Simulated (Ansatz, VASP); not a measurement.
## Zn27Ge16O59 (glassy 63ZnO-37GeO2 (mol %)) in two plane-wave programs

Wanted: the spread between two codes on one cell, functional and k mesh. The cell is taken from a series of runs on this material, whose earlier steps may have relaxed or scaled it; both programs get it as it stands.

Method: plane waves, with VASP 6.6.1 beside it; single point at PBE, in Ansatz 0.2.0.

### Step 1. Set-up

The cell holds 102 atoms: 27 Zn, 16 Ge and 59 O. Its edges and angles: a = 11.178 Å, b = 11.178 Å, c = 11.178 Å, α = 90.0°, β = 90.0°, γ = 90.0°. As first built, before any earlier steps moved the atoms: 102 atoms (27 Zn, 16 Ge, 59 O) placed at random at 4.43 g/cm^3, melted at 4000 K for 10 ps at fixed volume with the Morse and Coulomb pair potential with partial charges (Pedone, Malavasi, Menziani, Cormack and Segre, J. Phys. Chem. B 110, 11780 (2006)). Quenched from 4000 K to 300 K at 50 K/ps and fixed volume, held 10 ps at zero pressure, then minimised at fixed cell.

### Step 2. Ansatz: single point, PBE

Ansatz runs on its default PAW (the set named soft_2) files.

With cell and atoms fixed, the geometry can't cause a difference; cores, projectors, grids and the points listed under the comparison can.

input.yaml

```yaml
crystal:
  lattice:
    - [11.17787, 0.0, 0.0]
    - [0.0, 11.17787, 0.0]
    - [0.0, 0.0, 11.17787]
  atoms:
    - { symbol: Zn, position: [0.41333, 0.29616, 0.2425] }
    - { symbol: Zn, position: [0.5357, 0.80023, 0.32437] }
    - { symbol: Zn, position: [0.77553, 0.52104, 0.07204] }
    - { symbol: Zn, position: [0.75978, 0.06455, 0.47162] }
    - { symbol: Zn, position: [0.39697, 0.1847, 0.50067] }
    - { symbol: Zn, position: [0.48569, 0.31203, 0.97836] }
    - { symbol: Zn, position: [0.79711, 0.82037, 0.63665] }
    - { symbol: Zn, position: [0.25826, 0.4936, 0.24371] }
    - { symbol: Zn, position: [0.23009, 0.87837, 0.23639] }
    - { symbol: Zn, position: [0.98238, 0.44276, 0.36348] }
    - { symbol: Zn, position: [0.06592, 0.03013, 0.09418] }
    - { symbol: Zn, position: [0.27, 0.37587, 0.45242] }
    - { symbol: Zn, position: [0.90288, 0.59671, 0.57261] }
    - { symbol: Zn, position: [0.65432, 0.29807, 0.39832] }
    - { symbol: Zn, position: [0.81511, 0.65103, 0.80313] }
    - { symbol: Zn, position: [0.01229, 0.23148, 0.95796] }
    - { symbol: Zn, position: [0.30621, 0.3277, 0.72845] }
    - { symbol: Zn, position: [0.57254, 0.71088, 0.56353] }
    - { symbol: Zn, position: [0.08914, 0.83669, 0.6255] }
    - { symbol: Zn, position: [0.58127, 0.12711, 0.22612] }
    - { symbol: Zn, position: [0.04195, 0.66616, 0.32333] }
    - { symbol: Zn, position: [0.71217, 0.57422, 0.3726] }
    - { symbol: Zn, position: [0.00866, 0.49122, 0.08182] }
    - { symbol: Zn, position: [0.13783, 0.19054, 0.32033] }
    - { symbol: Zn, position: [0.31568, 0.62416, 0.72612] }
    - { symbol: Zn, position: [0.0388, 0.93488, 0.37584] }
    - { symbol: Zn, position: [0.8417, 0.79936, 0.39392] }
    - { symbol: Ge, position: [0.71441, 0.38792, 0.82668] }
    - { symbol: Ge, position: [0.62056, 0.89814, 0.09727] }
    - { symbol: Ge, position: [0.08055, 0.51471, 0.82482] }
[... 66 atom lines left out ...]
    - { symbol: O, position: [0.86028, 0.07028, 0.87254] }
    - { symbol: O, position: [0.44164, 0.46784, 0.25922] }
    - { symbol: O, position: [0.46574, 0.07246, 0.60572] }
    - { symbol: O, position: [0.94172, 0.77651, 0.5475] }
    - { symbol: O, position: [0.22667, 0.72419, 0.6111] }
    - { symbol: O, position: [0.73093, 0.65728, 0.64716] }
kpoints:
  mp_grid: { grid: [1, 1, 1] }
hamiltonian:
  xc: pbe
scf:
  occupations: { method: gaussian, width: 0.05 }
output:
  forces: true
  stress: true
  populations: true
  dos:
    method: { smearing: { sigma: 0.08 } }
    de: 0.1
    projected: { site_lists: { Ge: [Ge], O: [O], Zn: [Zn] } }
  eigenvalues: true
  write_density: true
  write_potential: true
  volumetric_format: npy
```

The run is started by

```
> ansatz run input.yaml --threads 4 --pin off --max-ram 8192MiB --backend cpu --events-out ev --progress --plain --runs-dir out
```

Numbers of over 12 decimals in the logs are rounded to 6 here.

The log of the run:

```text
Engine: ansatz 0.2.0, x86_64-unknown-linux-gnu
Pseudopotentials: kind: paw
Pseudopotential: Zn, paw, valence charge 12, recommended cutoff 420 eV (normal), Zn.paw.azcp
Pseudopotential: Ge, paw, valence charge 14, recommended cutoff 420 eV (normal), Ge.paw.azcp
Pseudopotential: O, paw, valence charge 6, recommended cutoff 420 eV (normal), O.paw.azcp
Functional definition: PBE
  parameter kappa = 0.804
  parameter beta = 0.066725
  exchange = pbe_x(kappa = kappa, mu = beta*pi^2/3)
  correlation = pbe_c(beta = beta)
Crystal: 102 atoms, lattice volume = 1396.616 Å³
Basis set: ecut = 420 eV, 27201 PW (Γ), exchange–correlation on 150×150×150 points (8 copies of the dense FFT grid, shifted against one another)
Bands: 553, of which v1, the nominal top of the filled ones, is band 451 counted from 1 (450 counted from 0)
Symmetry: 1 space group operations
Space group: P1 (ITA 1), of the structure as read, at distance tolerance 1.1e-4 Å
k-points: 1
Non-local potential: Zn, projectors of the file, l = 0: 2, l = 1: 2, l = 2: 3, l = 3: 1
Non-local potential: Ge, projectors of the file, l = 0: 2, l = 1: 2, l = 2: 3, l = 3: 1
Non-local potential: O, projectors of the file, l = 0: 2, l = 1: 2, l = 2: 1
PAW form: soft (Blöchl's): semilocal exchange-correlation on the pseudo side does not see the compensation charge
PAW one-centre angular grid: Zn, 590 points (default); XC on 64 Gauss nodes
PAW one-centre angular grid: Ge, 590 points (default); XC on 64 Gauss nodes
PAW one-centre angular grid: O, 110 points (default); XC on 64 Gauss nodes
Initial density: superposition of atomic densities (neutral atoms: chi_scale 0, normalization atom), corrected by the library's trained network
Initial wavefunctions: pseudopotential atomic-orbital guess
Functional: x = pbe(κ = 0.804, μ = 0.219515), c = pbe(β = 0.066725)
SCF iter   1: F=—  HF=-191802.614897 eV  |F-HF|=—  |Δ(HF+E_count)|=         —  Δρ=2.77e-3  dr2=1.65e-1  ethr=1.77e-3  ⟨swp⟩=6.0  Hψ=2081  notcnv=0  defer=57
preconditioner: auto → Resta (q_TF=auto, 2.537 Å⁻¹)  ε∞=4.3  [insulator: Δε(μ)=0.857 eV  Ē_g=16.421 eV  σ=0.050 eV  W_gap=1.00  n_scr=388 (ndim 8)  ℏωp=29.8 eV  f_vac=0.171  D(μ)=0.00/eV (n_scr^D=0)  ε∞_Penn≈4.3]
SCF iter   2: F=—  HF=-191802.603222 eV  |F-HF|=—  |Δ(HF+E_count)|=   1.17e-2  Δρ=1.41e-3  dr2=3.97e-2  ethr=1.83e-5  ⟨swp⟩=2.0  Hψ=1008  notcnv=0  defer=94
SCF iter   3: F=—  HF=-191802.600006 eV  |F-HF|=—  |Δ(HF+E_count)|=   3.22e-3  Δρ=6.67e-4  dr2=1.30e-2  ethr=4.40e-6  ⟨swp⟩=2.0  Hψ=775  notcnv=0  defer=94
SCF iter   4: F=—  HF=-191802.597994 eV  |F-HF|=—  |Δ(HF+E_count)|=   2.01e-3  Δρ=2.69e-4  dr2=1.05e-3  ethr=1.45e-6  ⟨swp⟩=2.0  Hψ=793  notcnv=0  defer=94
SCF iter   5: F=—  HF=-191802.598079 eV  |F-HF|=—  |Δ(HF+E_count)|=   8.48e-5  Δρ=1.59e-4  dr2=3.35e-4  ethr=1.17e-7  ⟨swp⟩=2.0  Hψ=833  notcnv=0  defer=94
SCF iter   6: F=—  HF=-191802.598111 eV  |F-HF|=—  |Δ(HF+E_count)|=   3.23e-5  Δρ=4.29e-5  dr2=2.82e-5  ethr=3.71e-8  ⟨swp⟩=2.0  Hψ=798  notcnv=0  defer=94
SCF iter   7: F=—  HF=-191802.595868 eV  |F-HF|=—  |Δ(HF+E_count)|=   2.24e-3  Δρ=2.71e-5  dr2=8.86e-6  ethr=3.12e-9  ⟨swp⟩=2.0  Hψ=962  notcnv=0  defer=96
SCF iter   8: F=—  HF=-191802.595873 eV  |F-HF|=—  |Δ(HF+E_count)|=   4.65e-6  Δρ=9.93e-6  dr2=1.53e-6  ethr=9.82e-10  ⟨swp⟩=2.0  Hψ=833  notcnv=0  defer=96
SCF iter   9: F=—  HF=-191802.595874 eV  |F-HF|=—  |Δ(HF+E_count)|=   1.42e-6  Δρ=5.64e-6  dr2=4.17e-7  ethr=1.70e-10  ⟨swp⟩=2.0  Hψ=904  notcnv=0  defer=96
SCF iter  10: F=-191802.595874 eV  HF=-191802.595874 eV  |F-HF|=2.67e-8  |Δ(HF+E_count)|=   9.27e-8  Δρ=2.34e-6  dr2=7.50e-8  ethr=1.11e-11  ⟨swp⟩=13.0  Hψ=4350  notcnv=0
SCF 1 converged in 10 iterations: F = -191802.595874 eV  dr2 = 7.50e-8
  greatest PAW one-centre occupation: 0.999 electrons in one spin orbital (limit 2), on the Ge atom at site 34 (counted from 0), in its partial waves of l = 2
SCF converged after 10 iterations
Free energy (F): -191802.595874 eV
Harris-Foulkes:  -191802.595874 eV  (|F-HF|=2.67e-8)
Internal energy: -191802.595874 eV  (E = F + TS)
E sigma→0 (E₀):  -191802.595874 eV
Fermi energy:    6.174744 eV
--- Per-component energies (eV) ---
  E_band       = -3665.155065
  E_kinetic    = 15681.735718
  E_local      = -124317.656381  (includes V_loc(G=0)·N_el)
  E_nonlocal   = 26411.248854
  E_hartree    = 52360.360037
  E_xc         = -9205.481540
  E_vxc        = -7918.966479  (∫ρ·V_xc dr)
  E_paw        = -91254.281448  (= ΣΔE_a)
  E_vpaw       = -18242.357825  (= ΣTr[D̂ρ^β])
  E_aug_tail   = 0.141913  (compensation charges beyond the density's cutoff)
  E_ewald      = -61478.663029
  E_smearing   = -0.000000  (= −TS)
  E_closure    = -0.000000  (closes the sum)
  Σ components = -191802.595874   (vs F -191802.595874, Δ=0.00e0)
--- Forces (eV/Å), atoms counted from 1 ---
  atom   1  Zn     0.29579814     0.34126472    -0.94380713
  atom   2  Zn    -0.28381676    -0.68012528    -0.62364384
[...]
atom  88  O      0.06024767    -0.32687155     0.08663826
  atom  89  O      1.70583665     0.46914536    -0.74776687
  atom  90  O     -0.11527293    -0.40018378    -0.00002580
  atom  91  O      0.74480843    -1.47995333     0.74337902
  atom  92  O      0.00024195     1.37197065    -0.91564238
  atom  93  O     -1.50914009    -1.43622110    -0.19740054
  atom  94  O     -1.36893391    -0.91503528     0.28308302
  atom  95  O      0.95742703     0.70727668    -1.02749615
  atom  96  O      0.79510321    -0.13545691    -1.18585926
  atom  97  O      1.17965122     1.89074430    -0.13529940
  atom  98  O     -1.39115129    -0.81669862     1.59973769
  atom  99  O     -1.41828077     0.83567520    -0.86472405
  atom 100  O      0.46026857    -0.19805498    -0.12819986
  atom 101  O     -0.58114016     0.49169196     1.65278928
  atom 102  O     -0.00311589    -0.10560517    -0.13151615
  max |Σ_I F_I| component: 8.73e-5 eV/Å
--- Stress (GPa, compression-positive) ---
        5.764605      -0.302347      -0.043618
       -0.302347       6.208891      -0.654114
       -0.043618      -0.654114       7.216871
  P = ⅓ Tr σ = 6.3968 GPa (63.968 kbar)
--- Band table (eV) ---
  k-point 0: bands = [... 447 lower, 5.5762, 5.6596, 5.7443, 5.8458, 6.5037, 8.2131, 8.4125, 8.5262, ... 98 higher]
--- Löwdin populations: 102 sites ---
  site symbol       q [e]
     0     Zn     10.5635
     1     Zn     10.5151
     2     Zn     10.5182
     3     Zn     10.5460
     4     Zn     10.5313
     5     Zn     10.5243
     6     Zn     10.5675
     7     Zn     10.5368
     8     Zn     10.5474
     9     Zn     10.5761
    10     Zn     10.5293
    11     Zn     10.5767
    12     Zn     10.5806
    13     Zn     10.5415
    14     Zn     10.5251
    15     Zn     10.5297
    16     Zn     10.5300
    17     Zn     10.5667
    18     Zn     10.5135
    19     Zn     10.5314
    20     Zn     10.5514
    21     Zn     10.5535
    22     Zn     10.5323
    23     Zn     10.5453
[...]
94      O      7.0172
    95      O      6.9669
    96      O      6.7927
    97      O      7.0139
    98      O      6.9814
    99      O      7.2349
   100      O      7.0065
   101      O      7.2173
  spilling = 0.007159 (of n_electrons = 902.000000)
```

The column dr2 measures how far the density is from self-consistency, as an energy; F and HF (Harris–Foulkes) agree once it is small.

### Step 3. VASP: single point, PBE

The same cell, functional, mesh and smearing now go to VASP, with its own data sets and cutoff.

Lines of VASP's logs that name or quote its potential files are left out, and so is its time.

INCAR

```
SYSTEM = Zn27Ge16O59
PREC = Accurate
ENCUT = 520
EDIFF = 1E-05
NELM = 100
ISMEAR = 0
SIGMA = 0.05
LREAL = Auto
ALGO = Fast
GGA = PE
NBANDS = 523
LORBIT = 11
LWAVE = .FALSE.
LCHARG = .FALSE.
ISIF = 2
```

POSCAR

```
Zn27Ge16O59
1.0
   11.1778700000      0.0000000000      0.0000000000
    0.0000000000     11.1778700000      0.0000000000
    0.0000000000      0.0000000000     11.1778700000
Zn Ge O
27 16 59
Direct
    0.4133300000      0.2961600000      0.2425000000
    0.5357000000      0.8002300000      0.3243700000
    0.7755300000      0.5210400000      0.0720400000
    0.7597800000      0.0645500000      0.4716200000
    0.3969700000      0.1847000000      0.5006700000
    0.4856900000      0.3120300000      0.9783600000
    0.7971100000      0.8203700000      0.6366500000
    0.2582600000      0.4936000000      0.2437100000
    0.2300900000      0.8783700000      0.2363900000
    0.9823800000      0.4427600000      0.3634800000
    0.0659200000      0.0301300000      0.0941800000
    0.2700000000      0.3758700000      0.4524200000
    0.9028800000      0.5967100000      0.5726100000
    0.6543200000      0.2980700000      0.3983200000
    0.8151100000      0.6510300000      0.8031300000
    0.0122900000      0.2314800000      0.9579600000
    0.3062100000      0.3277000000      0.7284500000
    0.5725400000      0.7108800000      0.5635300000
    0.0891400000      0.8366900000      0.6255000000
    0.5812700000      0.1271100000      0.2261200000
    0.0419500000      0.6661600000      0.3233300000
    0.7121700000      0.5742200000      0.3726000000
    0.0086600000      0.4912200000      0.0818200000
    0.1378300000      0.1905400000      0.3203300000
    0.3156800000      0.6241600000      0.7261200000
    0.0388000000      0.9348800000      0.3758400000
    0.8417000000      0.7993600000      0.3939200000
    0.7144100000      0.3879200000      0.8266800000
    0.6205600000      0.8981400000      0.0972700000
    0.0805500000      0.5147100000      0.8248200000
[... 66 atom lines left out ...]
    0.8602800000      0.0702800000      0.8725400000
    0.4416400000      0.4678400000      0.2592200000
    0.4657400000      0.0724600000      0.6057200000
    0.9417200000      0.7765100000      0.5475000000
    0.2266700000      0.7241900000      0.6111000000
    0.7309300000      0.6572800000      0.6471600000
```

KPOINTS

```
Automatic mesh
0
Gamma
1 1 1
0 0 0
```

Potentials, in the order of the species: Zn, Ge_d and O (PBE family, release 64).

The run is started by

```
> export OMP_NUM_THREADS=5
> mpirun -np 1 vasp_gam
```

The log of the run:

```text
[banner, memory and clock lines left out]
running    1 mpi-ranks, on    1 nodes
[...]
Offloading initialized ...    1 GPUs detected
[...]
LDA part: xc-table for (Slater+PW92), standard interpolation
 POSCAR, INCAR and KPOINTS ok, starting setup
[...]
entering main loop
       N       E                     dE             d eps       ncg     rms          rms(c)
DAV:   1     0.247938269893E+05    0.24794E+05   -0.33674E+05  1198   0.398E+03
DAV:   2     0.586309273647E+04   -0.18931E+05   -0.17929E+05  1046   0.106E+03
DAV:   3     0.337033525616E+03   -0.55261E+04   -0.51798E+04  1086   0.390E+02
DAV:   4    -0.573851038113E+03   -0.91088E+03   -0.89103E+03  1129   0.174E+02
[...]
RMM:  18    -0.531947606954E+03   -0.21739E-04   -0.35806E-04  1561   0.182E-02    0.250E-02
RMM:  19    -0.531947617808E+03   -0.10854E-04   -0.15031E-04   992   0.964E-03    0.126E-02
RMM:  20    -0.531947619550E+03   -0.17413E-05   -0.43796E-05   868   0.737E-03
   1 F= -.53194762E+03 E0= -.53194762E+03  d E =-.158634E-13
```

OUTCAR, selected parts (step 3):

```text
  Total       50.6644999     55.4745136     64.0773069     -2.6908955     -6.1572142     -0.7903579
  in kB       58.1215489     63.6395239     73.5085185     -3.0869546     -7.0634631     -0.9066866
  external PRESSURE =      65.0898637 kB  Pullay stress =       0.0000000 kB

 POSITION                                       TOTAL-FORCE (eV/Angst)
 -----------------------------------------------------------------------------------
      4.62015      3.31044      2.71063         0.287382      0.342524     -0.943095
      5.98798      8.94487      3.62577        -0.296122     -0.641193     -0.619336
      8.66877      5.82412      0.80525        -1.359224     -0.040741      0.536718
      8.49272      0.72153      5.27171         0.953410      0.101047      0.253640
      4.43728      2.06455      5.59642         0.922994     -1.067424      0.137037
      5.42898      3.48783     10.93598         0.015814      0.575445      1.092024
[...]
1.52667      0.27632      2.84857         0.316255     -0.030105     -0.170226
     10.77949      9.98016      0.13704         1.580229      0.965521      1.351876
      2.86578      6.13576      4.86237        -0.501210     -1.538674     -0.407451
     10.19556      7.15920      0.70857        -0.119583     -1.246673     -0.887375
      5.93768      9.61599     10.93620         0.102456     -0.664673      0.047062
      3.88655     10.99623      9.70183        -0.439718      0.096571      0.112739
      1.68082      1.34503     10.76161        -1.287547     -0.050453      1.140324
[...]
-----------------------------------------------------------------------------------
    total drift:                                0.005823     -0.013157      0.010380

  FREE ENERGIE OF THE ION-ELECTRON SYSTEM (eV)
  ---------------------------------------------------
  free  energy   TOTEN  =      -531.9476195495 eV

  energy  without entropy=     -531.9476195495  energy(sigma->0) =     -531.94761955

[... 3 further parts left out ...]
[key lines of the parts left out:]
E-fermi :   1.8995
```

The run ends at a pressure of 6.51 GPa, with forces up to 2.6 eV/Å.

### Step 4. Comparison

Known differences besides the PAW data sets themselves: the cutoff is 420 eV in Ansatz and 520 eV in VASP (PREC = Accurate, projectors in real space); VASP leaves aspherical gradient terms in its spheres out (LASPH is not set), Ansatz keeps them. Total energies have different zeros and are not compared.

Both answers:

```csv
quantity,Ansatz,VASP,difference
pressure (GPa),6.40,6.51,-0.11
gap on the k mesh (eV),0.658,0.624,+0.034
```

Forces on 10 of the 102 atoms, picked by the larger force of the two programs (eV/Å; atoms numbered as in POSCAR):

```csv
atom,"Ansatz x, y, z","VASP x, y, z"
Ge32,"-0.172, -1.717, -1.212","-0.234, -1.731, -1.188"
O46,"1.619, 0.988, 1.384","1.580, 0.966, 1.352"
O59,"-0.641, 2.525, 0.955","-0.625, 2.406, 0.805"
O63,"-1.418, 1.221, -1.013","-1.372, 1.179, -0.920"
O70,"-0.675, -1.319, 1.611","-0.644, -1.221, 1.542"
O73,"1.040, -1.458, -1.967","0.930, -1.395, -1.850"
O81,"-0.175, -2.241, -0.704","-0.187, -2.201, -0.669"
O84,"0.300, -0.806, -2.027","0.313, -0.699, -1.969"
O97,"1.180, 1.891, -0.135","1.169, 1.854, -0.118"
O98,"-1.391, -0.817, 1.600","-1.312, -0.715, 1.563"
```

The forces differ by 53 meV/Å r.m.s., which is 6.6 % of the r.m.s. force of 0.80 eV/Å (both taken over all components).

### Step 5. Outcome

| Property | Result |
| --- | --- |
| r.m.s. force difference (single point, PBE) | 6.6 % of the r.m.s. force |

In words: The r.m.s. force difference is 6.6 % of the r.m.s. force (single point, PBE), beyond the 3 % picked in this series as the mark of a large difference. No further run was made for the single point, PBE pair, so its cause stays open. Differences of this kind measure data sets and numerical settings, not the functional's error against experiment.

[Lines on the potential files, build, host, timing and source positions are cut from VASP's logs without a mark.]

[Logs are printed without paths, hosts, clocks, repeated set-up lines and the standing remarks that a program may print on its own settings, such as how far it seeks lower states.]

[Hosts, paths, dates, database ids (printed as entryN), source tags and the programs' standing remarks are cut or masked in the printed files.]
